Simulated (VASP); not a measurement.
# GW on BN (Qingsongite), part 2 of 3

Aim: the quasiparticle gap of BN (Qingsongite), and what it costs to get it. The cell is of the zinc-blende type, one of the forms listed for this formula. The start is a cell from a database of measured crystal structures.

VASP 6.6.1, plane waves and PAW; the level of theory is named at each step.

So far, gap on the k-mesh (eV): step 3 (empty bands, k-mesh 6×6×6) 4.46.

## Step 4: G0W0, k-mesh 6×6×6

This step: G0W0 on PBE; plane waves and PAW (B_GW, N_GW) (VASP 6.6.1).

G0W0 keeps orbitals and screening fixed and shifts each of the lowest NBANDSGW levels once.

Input file INCAR:

```
SYSTEM = BN
PREC = Accurate
ENCUT = 450
ISMEAR = 0
SIGMA = 0.01
LREAL = .FALSE.
GGA = PE
NBANDS = 32
ALGO = EVGW0
NELMGW = 1
ENCUTGW = 100
NOMEGA = 48
PRECFOCK = Fast
NBANDSGW = 16
LWAVE = .FALSE.
LCHARG = .FALSE.
```

Input file POSCAR:

```
BN
1.0
    0.0000000000      1.8075000000      1.8075000000
    1.8075000000      0.0000000000      1.8075000000
    1.8075000000      1.8075000000      0.0000000000
B N
1 1
Direct
    0.0000000000      0.0000000000      0.0000000000
    0.2500000000      0.2500000000      0.2500000000
```

Input file KPOINTS:

```
Automatic mesh
0
Gamma
6 6 6
0 0 0
```

Potentials, in the order of the species: B_GW and N_GW (PBE family, release 64).

Run with:

```bash
mpirun -np 8 vasp_std
```

The log of the run:

```text
[banner, memory and clock lines left out]
running    8 mpi-ranks, on    1 nodes
 distrk:  each k-point on    8 cores,    1 groups
 distr:  one band on    1 cores,    8 groups

 POSCAR found type information on POSCAR B N
 POSCAR found :  2 types and       2 ions
 [... a notice as in an earlier step ...]

|                                                                             |
|           W    W    AA    RRRRR   N    N  II  N    N   GGGG   !!!           |
|           W    W   A  A   R    R  NN   N  II  NN   N  G    G  !!!           |
|           W    W  A    A  R    R  N N  N  II  N N  N  G       !!!           |
|           W WW W  AAAAAA  RRRRR   N  N N  II  N  N N  G  GGG   !            |
|           WW  WW  A    A  R   R   N   NN  II  N   NN  G    G                |
|           W    W  A    A  R    R  N    N  II  N    N   GGGG   !!!           |
|                                                                             |
|     The default for ENCUTGWSOFT is different in this version of VASP.       |
|     please manually set ENCUTGWSOFT =100 in the INCAR file.                 |
|                                                                             |

 LDA part: xc-table for (Slater+PW92), standard interpolation
 found WAVECAR, reading the header
 POSCAR, INCAR and KPOINTS ok, starting setup
 FFT: planning ... GRIDC
 FFT: planning ... GRID_SOFT
 FFT: planning ... GRID
 reading WAVECAR
 the WAVECAR file was read successfully
 initial charge from wavefunction
 available memory per node:     63.78 GB, setting MAXMEM to     65314

 The Fermi energy was updated, please check that it is located mid-gap
 values below the HOMO (VB) or above the LUMO (CB) will cause erroneous energies
 E-fermi :   9.6950

 calculate exact exchange contribution
 the WAVEDER file was read successfully
energies w=
    0.000    0.000    1.168    0.000    2.332    0.000    3.486    0.000
    4.627    0.000    5.752    0.000    6.858    0.000    7.945    0.000
    9.011    0.000   10.058    0.000   11.086    0.000   12.097    0.000
   13.094    0.000   14.079    0.000   15.055    0.000   16.026    0.000
   16.995    0.000   17.966    0.000   18.943    0.000   19.931    0.000
   20.935    0.000   21.960    0.000   23.012    0.000   24.099    0.000
   25.227    0.000   26.405    0.000   27.643    0.000   28.953    0.000
   30.349    0.000   31.847    0.000   33.468    0.000   35.235    0.000
   37.179    0.000   39.338    0.000   41.762    0.000   44.514    0.000
   47.675    0.000   51.359    0.000   55.722    0.000   60.980    0.000
   67.455    0.000   75.634    0.000   86.295    0.000  100.765    0.000
  121.503    0.000  153.630    0.000  209.880    0.000  333.137    0.000
 responsefunction array rank=      32
 LDA part: xc-table for (Slater+PW92), standard interpolation

 min. memory requirement per mpi rank     50.5 MB, per node    404.1 MB

 allocating   6 responsefunctions rank=    32
 shmem allocating  48 responsefunctions rank=    32
 response function shared by NCSHMEM nodes    1
 Doing            6  frequencies on each core in blocks of           48
NQ=   1    0.0000    0.0000    0.0000,
|.........|.........|.........|.........|.........|.........|.........|.........
 performed         64000 updates of chi_q(r,r)
 total number of BLAS operations          0.38 Gflops
NQ=   2    0.1667    0.0000    0.0000,
|.........|.........|.........|.........|.........|.........|.........|.........
 performed        198000 updates of chi_q(r,r)
 total number of BLAS operations          1.00 Gflops
NQ=   3    0.3333    0.0000    0.0000,
|.........|.........|.........|.........|.........|.........|.........|.........
 performed        332000 updates of chi_q(r,r)
 total number of BLAS operations          1.84 Gflops
NQ=   4    0.5000    0.0000    0.0000,
|.........|.........|.........|.........|.........|.........|.........|.........
 performed        441000 updates of chi_q(r,r)
 total number of BLAS operations          2.27 Gflops
NQ=   5    0.1667    0.1667    0.0000,
|.........|.........|.........|.........|.........|.........|.........|.........
 performed        575000 updates of chi_q(r,r)
 total number of BLAS operations          2.83 Gflops
NQ=   6    0.3333    0.1667    0.0000,
|.........|.........|.........|.........|.........|.........|.........|.........
 performed        797000 updates of chi_q(r,r)
 total number of BLAS operations          3.95 Gflops
NQ=   7    0.5000    0.1667    0.0000,
|.........|.........|.........|.........|.........|.........|.........|.........
 performed       1019000 updates of chi_q(r,r)
 total number of BLAS operations          5.34 Gflops
NQ=   8   -0.3333    0.1667    0.0000,
|.........|.........|.........|.........|.........|.........|.........|.........
 performed       1241000 updates of chi_q(r,r)
 total number of BLAS operations          6.74 Gflops
NQ=   9   -0.1667    0.1667    0.0000,
|.........|.........|.........|.........|.........|.........|.........|.........
 performed       1430000 updates of chi_q(r,r)
 total number of BLAS operations          7.76 Gflops
NQ=  10    0.3333    0.3333    0.0000,
|.........|.........|.........|.........|.........|.........|.........|.........
 performed       1564000 updates of chi_q(r,r)
 total number of BLAS operations          8.55 Gflops
NQ=  11    0.5000    0.3333    0.0000,
|.........|.........|.........|.........|.........|.........|.........|.........
 performed       1786000 updates of chi_q(r,r)
 total number of BLAS operations          9.66 Gflops
NQ=  12   -0.3333    0.3333    0.0000,
|.........|.........|.........|.........|.........|.........|.........|.........
 performed       1975000 updates of chi_q(r,r)
 total number of BLAS operations         10.68 Gflops
NQ=  13    0.5000    0.5000    0.0000,
|.........|.........|.........|.........|.........|.........|.........|.........
 performed       2070000 updates of chi_q(r,r)
 total number of BLAS operations         11.05 Gflops
NQ=  14    0.5000    0.3333    0.1667,
|.........|.........|.........|.........|.........|.........|.........|.........
 performed       2323000 updates of chi_q(r,r)
 total number of BLAS operations         12.76 Gflops
NQ=  15   -0.3333    0.3333    0.1667,
|.........|.........|.........|.........|.........|.........|.........|.........
 performed       2559000 updates of chi_q(r,r)
 total number of BLAS operations         14.46 Gflops
NQ=  16   -0.3333    0.5000    0.1667,
|.........|.........|.........|.........|.........|.........|.........|.........
 performed       2749000 updates of chi_q(r,r)
 total number of BLAS operations         15.66 Gflops
 resolving degeneracies of screened two electron integrals

 calculate QP shifts <psi_nk| G(iteration)W_0 |psi_nk>: iteration 1
 entering main loop
```

Run time: 16 s. Hardware: 8 MPI ranks of Intel Xeon Platinum 8488C (Sapphire Rapids), shared host; peak memory 0.91 GiB.

From OUTCAR (step 4):

```text
The static configuration has the point symmetry T_d .

 Found     16 irreducible k-points:

   k-points           NKPTS =     16   k-points in BZ     NKDIM =    216   number of bands    NBANDS=     32

   NELECT =       8.0000    total number of electrons

 E-fermi :   9.6950

 QP shifts <psi_nk| G(iteration)W_0 |psi_nk>: iteration 1
 for sc-GW calculations column KS-energies equals QP-energies in previous step
 and V_xc(KS)=  KS-energies - (<T + V_ion + V_H > + <T+V_H+V_ion>^1  + <V_x>^1)
 k-point   1 :       0.0000    0.0000    0.0000
  band No.  KS-energies  QP-energies   sigma(KS)   V_xc(KS)     V^pw_x(r,r')   Z            occupation Imag(sigma)
      1     -12.7698     -14.5612     -17.7932     -15.4886     -26.4986       0.7773       2.0000       1.4556
      2       7.4659       7.0463     -18.7937     -18.2868     -21.8927       0.8277       2.0000       0.0870
      3       7.4659       7.0463     -18.7937     -18.2868     -21.8927       0.8277       2.0000       0.0870
      4       7.4659       7.0463     -18.7937     -18.2868     -21.8927       0.8277       2.0000       0.0870
      5      16.2837      17.8597     -11.8947     -13.7845      -7.0054       0.8339       0.0000      -0.1110
      6      16.2837      17.8597     -11.8947     -13.7845      -7.0054       0.8339       0.0000      -0.1110
      7      16.2837      17.8597     -11.8947     -13.7845      -7.0054       0.8339       0.0000      -0.1110
      8      17.8070      19.2026     -13.7328     -15.4375      -8.3906       0.8187       0.0000      -0.1352
    ...

 k-point   2 :       0.1667    0.0000    0.0000
  band No.  KS-energies  QP-energies   sigma(KS)   V_xc(KS)     V^pw_x(r,r')   Z            occupation Imag(sigma)
      1     -12.1008     -13.8318     -17.8312     -15.6059     -26.4167       0.7779       2.0000       1.3636
      2       4.4523       3.6418     -17.9409     -16.9468     -21.5032       0.8154       2.0000       0.1111
      3       6.8429       6.3459     -18.5184     -17.9164     -21.6824       0.8254       2.0000       0.0901
      4       6.8429       6.3459     -18.5184     -17.9164     -21.6824       0.8254       2.0000       0.0901
      5      16.8071      18.2566     -12.5547     -14.2998      -7.5898       0.8306       0.0000      -0.1167
      6      17.1956      18.8546     -12.1432     -14.1438      -7.0941       0.8292       0.0000      -0.1185
      7      17.1956      18.8546     -12.1432     -14.1438      -7.0941       0.8292       0.0000      -0.1185
      8      19.7010      21.4473     -13.8720     -16.0297      -8.3037       0.8093       0.0000      -0.1541
    ...

 k-point   3 :       0.3333    0.0000    0.0000
  band No.  KS-energies  QP-energies   sigma(KS)   V_xc(KS)     V^pw_x(r,r')   Z            occupation Imag(sigma)
      1     -10.2379     -11.7974     -18.0839     -16.0532     -26.3290       0.7680       2.0000       1.0981
      2      -0.4052      -1.6652     -17.1834     -15.5821     -21.9185       0.7869       2.0000       0.1968
      3       5.9031       5.2879     -18.2883     -17.5399     -21.6382       0.8220       2.0000       0.0971
      4       5.9031       5.2879     -18.2883     -17.5399     -21.6382       0.8220       2.0000       0.0971
      5      17.3685      18.7406     -12.8985     -14.5551      -7.8382       0.8282       0.0000      -0.1215
      6      18.1189      19.7858     -12.1209     -14.1362      -6.9060       0.8271       0.0000      -0.1267
      7      18.1189      19.7858     -12.1209     -14.1362      -6.9060       0.8271       0.0000      -0.1267
      8      22.0030      23.8482     -13.4373     -15.7573      -7.3245       0.7954       0.0000      -0.2018
    ...

[... 7 parts as in an earlier step ...]

[... 5 further parts left out ...]
```

This step gave:

| Item | Value |
| --- | --- |
| quasiparticle gap on the mesh | 5.741 eV |
| smallest direct quasiparticle gap on the mesh | 10.81 eV |
| gap of the starting orbitals on the mesh | 4.458 eV |

GW takes the gap from 4.458 to 5.741 eV. The value holds for 32 bands, ENCUTGW = 100 eV and this mesh, and isn't shown to be converged in them.

## Step 5: Ground state, k-mesh 8×8×8

This step: PBE; plane waves and PAW (B_GW, N_GW) (VASP 6.6.1).

Many-body steps start from the orbitals of a self-consistent run, here PBE. EDIFF is tight for accurate orbitals, and a narrow smearing avoids fractional occupations.

Input file INCAR:

```
SYSTEM = BN
PREC = Accurate
ENCUT = 450
EDIFF = 1E-08
NELM = 100
ISMEAR = 0
SIGMA = 0.01
LREAL = .FALSE.
ALGO = Normal
GGA = PE
NBANDS = 10
LORBIT = 11
LWAVE = .TRUE.
LCHARG = .FALSE.
KPAR = 8
```

POSCAR is that of step 4.

Input file KPOINTS:

```
Automatic mesh
0
Gamma
8 8 8
0 0 0
```

Run with:

```bash
mpirun -np 8 vasp_std
```

The log of the run:

```text
[banner, memory and clock lines left out]
running    8 mpi-ranks, on    1 nodes
[...]
[... a notice as in an earlier step ...]

 LDA part: xc-table for (Slater+PW92), standard interpolation
 POSCAR, INCAR and KPOINTS ok, starting setup
[...]
entering main loop
       N       E                     dE             d eps       ncg     rms          rms(c)
DAV:   1     0.240472994386E+02    0.24047E+02   -0.48013E+03   604   0.793E+02
DAV:   2    -0.174841345367E+02   -0.41531E+02   -0.38799E+02   704   0.231E+02
DAV:   3    -0.183794489161E+02   -0.89531E+00   -0.89339E+00   732   0.294E+01
DAV:   4    -0.183832706786E+02   -0.38218E-02   -0.38195E-02   694   0.198E+00
[...]
DAV:  13    -0.174469073643E+02   -0.50696E-07   -0.27022E-08   676   0.157E-03    0.739E-05
DAV:  14    -0.174469073773E+02   -0.13036E-07   -0.88614E-10   404   0.309E-04    0.308E-05
DAV:  15    -0.174469073762E+02    0.10854E-08   -0.79210E-11   372   0.140E-04
   1 F= -.17446907E+02 E0= -.17446907E+02  d E =-.151051E-66
 writing wavefunctions
```

Wall time 2.2 s (8 MPI ranks); peak memory 0.83 GiB; 10 s of CPU time.

Parts of OUTCAR (step 5):

```text
  Total       -0.0477015     -0.0477015     -0.0477015     -0.0000000      0.0000000      0.0000000
  in kB       -6.4710996     -6.4710996     -6.4710996     -0.0000000      0.0000000      0.0000000
  external PRESSURE =      -6.4710996 kB  Pullay stress =       0.0000000 kB

  FREE ENERGIE OF THE ION-ELECTRON SYSTEM (eV)
  ---------------------------------------------------
  free  energy   TOTEN  =       -17.4469073762 eV

  energy  without entropy=      -17.4469073762  energy(sigma->0) =      -17.44690738

[... 2 parts as in an earlier step ...]

[... 2 further parts left out ...]
[key lines of the parts left out:]
E-fermi :   7.5831
```

The cell has a gap of 4.46 eV on this mesh.

The run ends at a pressure of -0.65 GPa.

## Step 6: Empty bands, k-mesh 8×8×8

The empty bands are made again, for the run that follows.

Input file INCAR:

```
SYSTEM = BN
PREC = Accurate
ENCUT = 450
ISMEAR = 0
SIGMA = 0.01
LREAL = .FALSE.
GGA = PE
NBANDS = 32
ALGO = Exact
NELM = 1
LWAVE = .TRUE.
LCHARG = .FALSE.
LOPTICS = .TRUE.
NEDOS = 1000
CSHIFT = 0.1
```

POSCAR is that of step 5.

KPOINTS is that of step 5.

Run with:

```bash
mpirun -np 8 vasp_std
```

The log of the run:

```text
[... set-up lines as in an earlier step ...]
 entering main loop
       N       E                     dE             d eps       ncg     rms          rms(c)
DIA:   1    -0.174469073757E+02   -0.17447E+02    0.00000E+00     0   0.000E+00
   1 F= -.17446907E+02 E0= -.17446907E+02  d E =-.185289E-19
 writing wavefunctions
 optical routines
 imaginary and real dielectric function
 recalculating local potential from charge density
 direction            1
 direction            2
 direction            3
```

The job ended after 2.8 s (8 MPI ranks; peak memory 0.84 GiB; 16 s of CPU time).

From OUTCAR (step 6):

```text
  Total       -0.0476874     -0.0476874     -0.0476874     -0.0000000      0.0000000      0.0000000
  in kB       -6.4691837     -6.4691837     -6.4691837     -0.0000000      0.0000000      0.0000000
  external PRESSURE =      -6.4691837 kB  Pullay stress =       0.0000000 kB

  FREE ENERGIE OF THE ION-ELECTRON SYSTEM (eV)
  ---------------------------------------------------
  free  energy   TOTEN  =       -17.4469073757 eV

  energy  without entropy=      -17.4469073757  energy(sigma->0) =      -17.44690738

[... 2 parts as in an earlier step ...]

[... 2 further parts left out ...]
[key lines of the parts left out:]
E-fermi :   7.5225
```

## Step 7: G0W0, k-mesh 8×8×8

This step: G0W0 on PBE; plane waves and PAW (B_GW, N_GW) (VASP 6.6.1).

The mesh goes to 8×8×8.

Input file INCAR:

```
SYSTEM = BN
PREC = Accurate
ENCUT = 450
ISMEAR = 0
SIGMA = 0.01
LREAL = .FALSE.
GGA = PE
NBANDS = 32
ALGO = EVGW0
NELMGW = 1
ENCUTGW = 100
NOMEGA = 48
PRECFOCK = Fast
NBANDSGW = 16
LWAVE = .FALSE.
LCHARG = .FALSE.
```

POSCAR is that of step 6.

KPOINTS is that of step 6.

Run with:

```bash
mpirun -np 8 vasp_std
```

The log of the run:

```text
[banner, memory and clock lines left out]
running    8 mpi-ranks, on    1 nodes
[...]
[... a notice as in an earlier step ...]

 [... a notice as in an earlier step ...]

 LDA part: xc-table for (Slater+PW92), standard interpolation
 found WAVECAR, reading the header
 POSCAR, INCAR and KPOINTS ok, starting setup
[...]
reading WAVECAR
 the WAVECAR file was read successfully
 initial charge from wavefunction
 available memory per node:     63.99 GB, setting MAXMEM to     65525

 The Fermi energy was updated, please check that it is located mid-gap
 values below the HOMO (VB) or above the LUMO (CB) will cause erroneous energies
 E-fermi :   9.6932

 calculate exact exchange contribution
 the WAVEDER file was read successfully
energies w=
    0.000    0.000    1.188    0.000    2.372    0.000    3.546    0.000
    4.707    0.000    5.851    0.000    6.976    0.000    8.081    0.000
    9.166    0.000   10.231    0.000   11.276    0.000   12.305    0.000
[...]
total number of BLAS operations         52.70 Gflops
NQ=  25    0.5000    0.3750    0.1250,
|.........|.........|.........|.........|.........|.........|.........|.........
 performed      10170000 updates of chi_q(r,r)
 total number of BLAS operations         56.42 Gflops
NQ=  26   -0.3750    0.3750    0.1250,
|.........|.........|.........|.........|.........|.........|.........|.........
 performed      10808000 updates of chi_q(r,r)
 total number of BLAS operations         61.02 Gflops
NQ=  27   -0.2500    0.3750    0.1250,
|.........|.........|.........|.........|.........|.........|.........|.........
 performed      11324000 updates of chi_q(r,r)
 total number of BLAS operations         64.49 Gflops
NQ=  28   -0.3750    0.5000    0.1250,
|.........|.........|.........|.........|.........|.........|.........|.........
 performed      11722000 updates of chi_q(r,r)
 total number of BLAS operations         66.99 Gflops
NQ=  29   -0.2500    0.5000    0.2500,
|.........|.........|.........|.........|.........|.........|.........|.........
 performed      11996000 updates of chi_q(r,r)
 total number of BLAS operations         68.71 Gflops
 resolving degeneracies of screened two electron integrals

 calculate QP shifts <psi_nk| G(iteration)W_0 |psi_nk>: iteration 1
 entering main loop
```

Wall time 66 s (8 MPI ranks); peak memory 1.2 GiB; 8.4 min of CPU time.

OUTCAR, selected parts (step 7):

```text
 QP shifts <psi_nk| G(iteration)W_0 |psi_nk>: iteration 1
 for sc-GW calculations column KS-energies equals QP-energies in previous step
 and V_xc(KS)=  KS-energies - (<T + V_ion + V_H > + <T+V_H+V_ion>^1  + <V_x>^1)
 k-point   1 :       0.0000    0.0000    0.0000
  band No.  KS-energies  QP-energies   sigma(KS)   V_xc(KS)     V^pw_x(r,r')   Z            occupation Imag(sigma)
      1     -12.7713     -14.5654     -17.7923     -15.4891     -26.4993       0.7790       2.0000       1.4642
      2       7.4633       7.0481     -18.7886     -18.2867     -21.8462       0.8274       2.0000       0.0862
      3       7.4633       7.0481     -18.7886     -18.2867     -21.8462       0.8274       2.0000       0.0862
      4       7.4633       7.0481     -18.7886     -18.2867     -21.8462       0.8274       2.0000       0.0862
      5      16.2832      17.8630     -11.8923     -13.7847      -7.0362       0.8349       0.0000      -0.1111
      6      16.2832      17.8630     -11.8923     -13.7847      -7.0362       0.8349       0.0000      -0.1111
      7      16.2832      17.8630     -11.8923     -13.7847      -7.0362       0.8349       0.0000      -0.1111
      8      17.8049      19.2004     -13.7337     -15.4381      -8.4177       0.8188       0.0000      -0.1361
    ...

[... 1 part as in an earlier step ...]

[... 2 further parts left out ...]
[key lines of the parts left out:]
E-fermi :   9.6932
```

The gap is now 5.742 eV, +1 meV against the GW run before.

[end of part 2 of 3]

[Lines on the potential files, build, host, timing and source positions are cut from VASP's logs without a mark.]

[Logs are printed without paths, hosts, clocks, repeated set-up lines and the standing remarks that a program may print on its own settings, such as how far it seeks lower states.]

[Hosts, paths, dates, database ids (printed as entryN), source tags and the programs' standing remarks are cut or masked in the printed files.]

[Pressures printed for these runs are not shown converged in the cutoff: they can be off by several GPa and have the wrong sign.]
